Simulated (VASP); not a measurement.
# GaSn (Fmmm) in VASP: further runs

Aim: see how the results for GaSn move with the level of theory and the settings. Levels: SCAN, SCAN+D3. Tasks: relaxation of cell and atoms.

All numbers are computed with VASP 6.6.1; they aren't measurements. Logs are shortened: lines on timing, memory, paths and dates and some standing lists are left out, and cuts for length are marked.

## (1) The structure

It takes space group Fmmm (No. 69, orthorhombic). The conventional cell has a = 5.459 Å, b = 5.806 Å, c = 6.196 Å, α = 90.00°, β = 90.00°, γ = 90.00°. Around Ga (site symmetry mmm) lie 6 Sn at 2.73 to 3.10 Å. Sn (site symmetry mmm) is surrounded by 6 Ga at 2.73 to 3.10 Å.

The cell was built by a generator and needn't be a form met in nature.

## (2) Relaxation of cell and atoms, SCAN

Contents of INCAR:

```
PREC = Accurate ; ENCUT = 600
EDIFF = 1E-6 ; ISMEAR = -1
SIGMA = 0.05 ; LREAL = False
LASPH = True ; NELM = 60
ALGO = Normal ; ISIF = 3
LWAVE = False ; LCHARG = False
METAGGA = SCAN ; LMIXTAU = True
IBRION = 2 ; NSW = 40
EDIFFG = -0.02
```

Contents of KPOINTS:

```
regular mesh
0
Gamma
  8 8 8
```

Contents of POSCAR:

```
GaSn
1.0
    0.0000000000      2.9028814200      3.0982155700
    2.7292512900      0.0000000000      3.0982155700
    2.7292512900      2.9028814200      0.0000000000
Ga Sn
1 1
Direct
    0.5000000000      0.5000000000      0.5000000000
    0.0000000000      0.0000000000      0.0000000000
```

Potentials or basis: VASP PAW PBE potentials, release 64 (Ga_d, Sn_d).

Launch:

```sh
> cat potpaw_PBE.64/Ga_d/POTCAR potpaw_PBE.64/Sn_d/POTCAR > POTCAR
> mpirun -np 1 vasp_std > vasp.out
```

OUTCAR:

```text
PREC = Accurate
   ENCUT = 600
   EDIFF = 1E-6
   ISMEAR = -1
   LREAL = False
   LASPH = True
   NELM = 60
   ISIF = 3
   METAGGA = SCAN
   IBRION = 2
   NSW = 40
   EDIFFG = -0.02

 ion  position               nearest neighbor table
   1  0.500  0.500  0.500-   2 2.73   2 2.73   2 2.90   2 2.90   2 3.10   2 3.10
   2  0.000  0.000  0.000-   1 2.73   1 2.73   1 2.90   1 2.90   1 3.10   1 3.10

  LATTYP: Found a face centered orthorhombic cell.
 ALAT       =     5.4585025800
 B/A-ratio  =     1.0636182277
 C/A-ratio  =     1.1351888268

  Lattice vectors:

 A1 = (   0.0000000000,   2.9028814200,   3.0982155700)
 A2 = (   2.7292512900,   0.0000000000,   3.0982155700)
 A3 = (   2.7292512900,   2.9028814200,   0.0000000000)

Analysis of symmetry for initial positions (statically):
=====================================================================
 Subroutine PRICEL returns:
 Original cell was already a primitive cell.

 Routine SETGRP: Setting up the symmetry group for a
 face centered orthorhombic supercell.

 Subroutine GETGRP returns: Found  8 space group operations
 (whereof  8 operations were pure point group operations)
 out of a pool of  8 trial point group operations.

The static configuration has the point symmetry D_2h.

Analysis of symmetry for dynamics (positions and initial velocities):
=====================================================================
 Subroutine PRICEL returns:
 Original cell was already a primitive cell.

 Routine SETGRP: Setting up the symmetry group for a
 face centered orthorhombic supercell.

 Subroutine GETGRP returns: Found  8 space group operations
 (whereof  8 operations were pure point group operations)
 out of a pool of  8 trial point group operations.

The dynamic configuration has the point symmetry D_2h.

 Subroutine INISYM returns: Found  8 space group operations
 (whereof  8 operations are pure point group operations),
 and found     1 'primitive' translations

----------------------------------------------------------------------------------------

                                     Primitive cell

  volume of cell :      49.0924

  direct lattice vectors                    reciprocal lattice vectors
     0.000000000  2.902881420  3.098215570    -0.183200426  0.172242654  0.161383218
     2.729251290  0.000000000  3.098215570     0.183200426 -0.172242654  0.161383218
     2.729251290  2.902881420  0.000000000     0.183200426  0.172242654 -0.161383218

  length of vectors
     4.245663700  4.128892384  3.984411267     0.298788339  0.298788339  0.298788339

  position of ions in fractional coordinates (direct lattice)
     0.500000000  0.500000000  0.500000000
     0.000000000  0.000000000  0.000000000

  ion indices of the primitive-cell ions
   primitive index   ion index
                 1           1
                 2           2

----------------------------------------------------------------------------------------

 KPOINTS: regular mesh

Automatic generation of k-mesh.
 Grid dimensions read from file:
 generate k-points for:    8    8    8

 Generating k-lattice:

  Cartesian coordinates                     Fractional coordinates (reciprocal lattice)
    -0.022900053  0.021530332  0.020172902     0.125000000  0.000000000  0.000000000
     0.022900053 -0.021530332  0.020172902    -0.000000000  0.125000000 -0.000000000
     0.022900053  0.021530332 -0.020172902     0.000000000  0.000000000  0.125000000

  Length of vectors
     0.037348542  0.037348542  0.037348542

  Shift w.r.t. Gamma in fractional coordinates (k-lattice)
     0.000000000  0.000000000  0.000000000

 Subroutine IBZKPT returns following result:
 ===========================================

 Found     95 irreducible k-points:

 Following reciprocal coordinates:
            Coordinates               Weight
  0.000000  0.000000  0.000000      1.000000
  0.125000  0.000000  0.000000      8.000000
  0.250000  0.000000  0.000000      8.000000
  0.375000  0.000000  0.000000      8.000000
  0.500000  0.000000  0.000000      4.000000
  0.125000  0.125000  0.000000      2.000000
[... 16 lines left out ...]
  0.250000  0.000000  0.125000      8.000000
  0.375000  0.000000  0.125000      8.000000
 [... further k-points ...]
   k-points           NKPTS =     95   k-points in BZ     NKDIM =     95   number of bands    NBANDS=     17
   number of dos      NEDOS =    301   number of ions     NIONS =      2
   total plane-waves  NPLWV =  41472
   dimension x,y,z NGX =    36 NGY =   36 NGZ =   32
   dimension x,y,z NGXF=    72 NGYF=   72 NGZF=   64
   ions per type =               1   1
   NGX,Y,Z   is equivalent  to a cutoff of  14.10, 14.50, 13.35 a.u.
   NGXF,Y,Z  is equivalent  to a cutoff of  28.19, 28.99, 26.70 a.u.
 SYSTEM =  unknown system
   PREC   = accura    normal or accurate (medium, high low for compatibility)
   ISTART =      0    job   : 0-new  1-cont  2-samecut
   ICHARG =      2    charge: 1-file 2-atom 10-const
   ISPIN  =      1    spin polarized calculation?
   LNONCOLLINEAR =      F non collinear calculations
   LSORBIT =      F    spin-orbit coupling
   LASPH  =      T    aspherical Exc in radial PAW
   ENCUT  =  600.0 eV  44.10 Ry    6.64 a.u.   8.48  8.25  7.96*2*pi/ulx,y,z
   NELM   =     60;   NELMIN=  2; NELMDL= -5     # of ELM steps
   EDIFF  = 0.1E-05   stopping-criterion for ELM
   LREAL  =      F    real-space projection
   EDIFFG = -.2E-01   stopping-criterion for IOM
   NSW    =     40    number of steps for IOM
   IBRION =      2    ionic relax: 0-MD 1-quasi-New 2-CG
   NFREE  =      1    steps in history (QN), initial steepest desc. (CG)
   ISIF   =      3    stress and relaxation
   ISYM   =      2    0-nonsym 1-usesym 2-fastsym
   POTIM  = 0.5000    time-step for ionic-motion
   TEBEG  =    0.0;   TEEND  =   0.0 temperature during run
   PSTRESS=    0.0 pullay stress
   NELECT =      27.0000    total number of electrons
   NUPDOWN=      -1.0000    fix difference up-down
   EMIN   =  10.00;   EMAX   =-10.00  energy-range for DOS
   EFERMI =   0.00;   METHOD = LEGACY
   ISMEAR =    -1;   SIGMA  =   0.05  broadening in eV -4-tet -1-fermi 0-gaus
   EFERMI_NEDOS =   21; number of points for ismear=-14 and -15
   IALGO  =     38    algorithm
   IMIX   =      4    mixing-type and parameters
     AMIX     =   0.40;   BMIX     =  1.00
     AMIX_MAG =   1.60;   BMIX_MAG =  1.00
  volume/ion in A,a.u.               =      24.55       165.65
  Fermi-wavevector in a.u.,A,eV,Ry     =   1.341296  2.534682 24.477898  1.799075
  Thomas-Fermi vector in A             =   2.469541
   LORBIT       =      0    0 simple, 1 ext, 2 COOP (PROOUT), +10 PAW based schemes
   METAGGA = SCAN    functional components
   LHFCALC =     F    Hartree Fock is set to
   AEXX    =    0.0000 exact exchange contribution
   IVDW    =     0    specifies the selected vdW correction
   LEPSILON=     F    determine dielectric tensor
   LRPA    =     F    only Hartree local field effects (RPA)
 conjugate gradient relaxation of ions
 non-spin polarized calculation
  energy-cutoff  :      600.00
  volume of cell :       49.09
 maximum number of plane-waves:      1666
 NGX is ok and might be reduce to    36
   NGX = 17   NGY = 17   NGZ = 15

--------------------------------------- Ionic step        1  -------------------------------------------

 number of electron      27.0000004 magnetization

 Free energy of the ion-electron system (eV)
  ---------------------------------------------------
  ext. energy  EPLUGINS =         0.00000000
  ---------------------------------------------------
  free energy    TOTEN  =       -51.88996875 eV

  energy without entropy =      -51.87973342  energy(sigma->0) =      -51.88485108

------------------------ aborting loop because EDIFF is reached ----------------------------------------

  FORCE on cell =-STRESS in cart. coord.  units (eV):
  Direction    XX          YY          ZZ          XY          YZ          ZX
  --------------------------------------------------------------------------------------
  -------------------------------------------------------------------------------------
  Total        1.2073111     -0.3866245     -1.8370406     -0.0000000      0.0000000      0.0000000
  in kB       39.4017350    -12.6178541    -59.9535492     -0.0000000      0.0000000      0.0000000
  external PRESSURE =     -11.0565561 kB  Pullay stress =       0.0000000 kB
[... 165 lines left out ...]
  energy  without entropy=      -52.0117867361  energy(sigma->0) =      -52.01643368

--------------------------------------- Ionic step        6  -------------------------------------------

 number of electron      26.9999997 magnetization

 Free energy of the ion-electron system (eV)
  ---------------------------------------------------
  ext. energy  EPLUGINS =         0.00000000
  ---------------------------------------------------
  free energy    TOTEN  =       -52.02127173 eV

  energy without entropy =      -52.01189457  energy(sigma->0) =      -52.01658315

 E-fermi :   6.3774     XC(G=0): -11.5054

 val. band max:        6.3760208054   @ k =  -0.3750   0.2500   0.0000
 cond. band min:       6.3778059670   @ k =  -0.3750   0.2500   0.2500
 fundamental gap:      0.0017851616
 Fermi energy:         6.3773560930

 k-point     1 :       0.0000    0.0000    0.0000
  band No.  band energies     occupation
      1     -15.4655      2.00000
      2     -15.4649      2.00000
      3     -15.4343      2.00000
      4     -15.4330      2.00000
      5     -15.4326      2.00000
      6      -8.8243      2.00000
[... 9 lines left out ...]
     16      13.7414      0.00000
     17      13.7494      0.00000
[... 443 lines left out ...]
      1     -15.4681      2.00000
      2     -15.4605      2.00000
      3     -15.4294      2.00000
      4     -15.4141      2.00000
      5     -15.4084      2.00000
      6      -8.8677      2.00000
[... 9 lines left out ...]
     16      11.9936      0.00000
     17      12.2343      0.00000

 [... further k-points ...]

------------------------ aborting loop because EDIFF is reached ----------------------------------------

  FORCE on cell =-STRESS in cart. coord.  units (eV):
  Direction    XX          YY          ZZ          XY          YZ          ZX
  --------------------------------------------------------------------------------------
  -------------------------------------------------------------------------------------
  Total        0.0070399      0.0233645     -0.0115469      0.0000000      0.0000000      0.0000000
  in kB        0.2410086      0.7998746     -0.3953024      0.0000000      0.0000000      0.0000000
  external PRESSURE =       0.2151936 kB  Pullay stress =       0.0000000 kB
[... 17 lines left out ...]
  FREE ENERGIE OF THE ION-ELECTRON SYSTEM (eV)
  ---------------------------------------------------
  free  energy   TOTEN  =       -52.0212717345 eV

  energy  without entropy=      -52.0118945651  energy(sigma->0) =      -52.01658315

 reached required accuracy - stopping structural energy minimisation
```

Wall time 33 min (1 thread of Intel Xeon Platinum 8488C (Sapphire Rapids), shared host); peak memory 0.29 GiB.

What came out:

```
Free energy                            : -52.0213 eV
Relaxed volume                         : 23.40 Å³/atom
Relaxed cell                           : a = 4.044 Å, b = 4.046 Å, c = 4.045 Å, α = 59.99°, β = 60.02°, γ = 59.99°
Space group after relaxing (to 0.05 Å) : Fm-3m (No. 225)
Energy gained by relaxing              : 65.7 meV/atom
Ionic steps                            : 6
Pressure after relaxing                : 0.0 GPa
Band gap on the k mesh                 : none (metal or under the smearing width)
```

Step by step:
| step | energy change (eV) | largest force (eV/Å) | pressure (GPa) | volume (Å³) |
| --- | --- | --- | --- | --- |
| 1 | 0.0000 | 0.0000 | -1.11 | 49.09 |
| 2 | -0.1034 | 0.0000 | -0.95 | 47.83 |
| 3 | -0.1309 | 0.0000 | 0.14 | 46.70 |
| 4 | -0.1312 | 0.0000 | -0.01 | 46.83 |
| 5 | -0.1311 | 0.0000 | -0.07 | 46.88 |
| 6 | -0.1313 | 0.0000 | 0.02 | 46.80 |

Final structure:
```
Ga Sn
1.0
     0.00000    2.85912    2.86057
     2.86109    0.00000    2.86057
     2.86109    2.85912    0.00000
Ga Sn
1 1
Direct
  0.50000 0.50000 0.50000
  0.00000 0.00000 0.00000
```

Levels at points of the mesh, in eV from the Fermi level:
```
           k point  band 10  band 11  band 12  band 13  band 14  band 15  band 16  band 17
(0.00, 0.00, 0.00)   -15.19   -11.57     1.32     1.33     1.33     1.85     7.36     7.37
(0.50, 0.00, 0.00)   -15.18    -8.24    -7.54     2.04     2.05     2.65     2.66     3.91
(0.50, 0.50, 0.00)   -15.17    -7.59    -4.81    -3.15    -1.74    -1.73     3.94    10.65
(0.50, 0.00, 0.50)   -15.17    -7.59    -4.81    -3.16    -1.74    -1.74     3.94    10.64
(0.00, 0.50, 0.50)   -15.17    -7.60    -4.81    -3.15    -1.74    -1.73     3.94    10.63
```

Caveat: the PAW data sets were made with another functional, which shifts forces and pressure a little.

## (3) Relaxation of cell and atoms, SCAN+D3

Edit INCAR of step 2 so:

```diff
@@ -7,3 +7,3 @@
 METAGGA = SCAN ; LMIXTAU = True
-IBRION = 2 ; NSW = 40
-EDIFFG = -0.02
+IVDW = 11 ; IBRION = 2
+NSW = 40 ; EDIFFG = -0.02
```

KPOINTS is that of step 2.

POSCAR is that of step 2.

Potentials or basis: VASP PAW PBE potentials, release 64 (Ga_d, Sn_d).

Launch:

```sh
> cat potpaw_PBE.64/Ga_d/POTCAR potpaw_PBE.64/Sn_d/POTCAR > POTCAR
> mpirun -np 1 vasp_std > vasp.out
```

It took 38 min on 1 thread of Intel Xeon Platinum 8488C (Sapphire Rapids), shared host; peak memory 0.31 GiB.

Results (log left out):

```
Free energy                            : -52.1585 eV
Relaxed volume                         : 23.21 Å³/atom
Relaxed cell                           : a = 4.034 Å, b = 4.034 Å, c = 4.034 Å, α = 60.00°, β = 59.99°, γ = 60.00°
Space group after relaxing (to 0.05 Å) : Fm-3m (No. 225)
Energy gained by relaxing              : 70.1 meV/atom
Ionic steps                            : 8
Pressure after relaxing                : 0.0 GPa
Band gap on the k mesh                 : none (metal or under the smearing width)
Dispersion energy per atom             : -0.069 eV
```

Stress tensor (GPa, compression positive):
```
 0.02  0.00  0.00
 0.00  0.00  0.00
 0.00  0.00 -0.07
```

Step by step:
| step | energy change (eV) | largest force (eV/Å) | pressure (GPa) | volume (Å³) |
| --- | --- | --- | --- | --- |
| 1 | 0.0000 | 0.0000 | -1.58 | 49.09 |
| 2 | -0.1127 | 0.0000 | -0.91 | 47.32 |
| 3 | -0.1403 | 0.0000 | 0.43 | 46.06 |
| 4 | -0.1403 | 0.0000 | 0.34 | 46.12 |
| 5 | -0.1402 | 0.0000 | 0.26 | 46.18 |
| 6 | -0.1400 | 0.0000 | -0.11 | 46.48 |
| 7 | -0.1401 | 0.0000 | -0.07 | 46.46 |
| 8 | -0.1402 | 0.0000 | -0.02 | 46.42 |

Final structure:
```
CELL_PARAMETERS angstrom
0.00000 2.85273 2.85241
2.85215 0.00000 2.85241
2.85215 2.85273 0.00000
ATOMIC_POSITIONS crystal
Ga 0.50000 0.50000 0.50000
Sn 0.00000 0.00000 0.00000
```

Levels at points of the mesh, in eV from the Fermi level:
```tsv
k point	band 10	band 11	band 12	band 13	band 14	band 15	band 16	band 17
(0.00, 0.00, 0.00)	-15.20	-11.63	1.34	1.34	1.34	1.95	7.42	7.46
(0.50, 0.00, 0.00)	-15.18	-8.26	-7.58	2.06	2.06	2.67	2.67	3.95
(0.50, 0.50, 0.00)	-15.17	-7.61	-4.86	-3.13	-1.75	-1.75	3.93	10.72
(0.50, 0.00, 0.50)	-15.17	-7.61	-4.86	-3.12	-1.75	-1.75	3.93	10.72
(0.00, 0.50, 0.50)	-15.17	-7.60	-4.86	-3.13	-1.75	-1.75	3.93	10.72
```

Caveat: the PAW data sets were made with another functional, which shifts forces and pressure a little; pairwise dispersion overbinds metals, which lowers pressure and volume.
